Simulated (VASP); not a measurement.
Here is the system:

```xyz
3
Lattice="0.0000 2.5051 2.4654 2.4912 0.0000 2.4654 2.4912 2.5051 0.0000" Properties=species:S:1:pos:R:3 pbc="T T T"
Hf     0.0000     0.0000     0.0000
O      1.2456     1.2525     1.2327
O      3.7898     3.7576     3.6981
```

Calculation: RPBE GGA, VASP's PBE PAW potentials (set 64) (plane waves; VASP). Run with 520 eV cut-off, 7×7×7 Γ-centred mesh, Gaussian smearing of 0.050 eV, potentials Hf_pv O.

**Question.** Give the force on each atom (eV/Å).

**Answer.** 
```json
[
 {"atom": "Hf1", "Fx": "0.223", "Fy": "0.000", "Fz": "0.000"},
 {"atom": "O2", "Fx": "0.501", "Fy": "0.000", "Fz": "0.000"},
 {"atom": "O3", "Fx": "-0.723", "Fy": "0.000", "Fz": "0.000"}
]
```

**Question.** Give the stress tensor in GPa (positive for a compressed cell).

**Answer.** 
```
21.84   0.00   0.00
 0.00  18.78   2.91
 0.00   2.91  26.78
```
The pressure is its mean diagonal, 22.47 GPa.

The compound is HfO2 in the fluorite structure, the high-temperature cubic form, which is unstable at 0 K; the monoclinic form is the stable one. The cell was not relaxed at this level, atoms are displaced from their ideal sites. The run is one of a series of settings (GGA = RP against the base run), some of them coarse on purpose.
